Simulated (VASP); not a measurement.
Method: PBEsol GGA, VASP's PBE PAW potentials (set 64) (plane waves; VASP 6.6.1).

VASP ran on this input.

File KPOINTS:
```
Regular mesh
0
gamma
  12 12 12
0 0 0
```

INCAR:
```
ALGO  =  Normal
EDIFF  =  1E-7
ENCUT  =  480
GGA  =  PS
ISIF  =  2
ISMEAR  =  1
LASPH  =  .TRUE.
LCHARG  =  .FALSE.
LMAXMIX  =  4
LREAL  =  .FALSE.
LWAVE  =  .FALSE.
NELM  =  100
PREC  =  Accurate
SIGMA  =  0.1
SYSTEM  =  FeAl
```

### POSCAR
```
FeAl
1
    2.8966273217     0.0000000000     0.0000000000
    0.0000000000     2.8966273217     0.0000000000
    0.0000000000     0.0000000000     2.8966273217
Al Fe
1 1
Direct
  0.5000000000   0.5000000000   0.5000000000
  0.0000000000   0.0000000000   0.0000000000
```

POTCAR, in this order: Al Fe (PBE.64 set). Program: vasp_std.

Q: Estimate the energy per atom (σ→0), pressure, band gap (on the k-mesh).

A: 
```json
{
  "energy per atom (σ→0)": "-6.832 eV/atom",
  "band gap (on the k-mesh)": "none (metal, semimetal or under 0.01 eV)",
  "pressure": "-10.10 GPa"
}
```

OSZICAR:
```
...
DAV:   8    -0.136827141653E+02    0.30037E-01   -0.25150E-01  1657   0.583E+00    0.164E+00
DAV:   9    -0.136646117621E+02    0.18102E-01   -0.57374E-02  1851   0.356E+00    0.435E-01
DAV:  10    -0.136639574176E+02    0.65434E-03   -0.10865E-03  1883   0.426E-01    0.185E-01
DAV:  11    -0.136639172655E+02    0.40152E-04   -0.44750E-05  1801   0.700E-02    0.157E-02
DAV:  12    -0.136639165260E+02    0.73952E-06   -0.14455E-06  1753   0.107E-02    0.479E-03
DAV:  13    -0.136639163615E+02    0.16450E-06   -0.38280E-07  1104   0.701E-03    0.109E-03
DAV:  14    -0.136639163309E+02    0.30536E-07   -0.38116E-08   807   0.190E-03
   1 F= -.13663916E+02 E0= -.13663946E+02  d E =0.889835E-04
```

The compound is FeAl in the CsCl type structure. This cell was strained or had an atom moved on purpose. The run is not spin-polarised, so no magnetic state was tried. The electron count is odd and the run is not spin-polarised, which forces a metal.
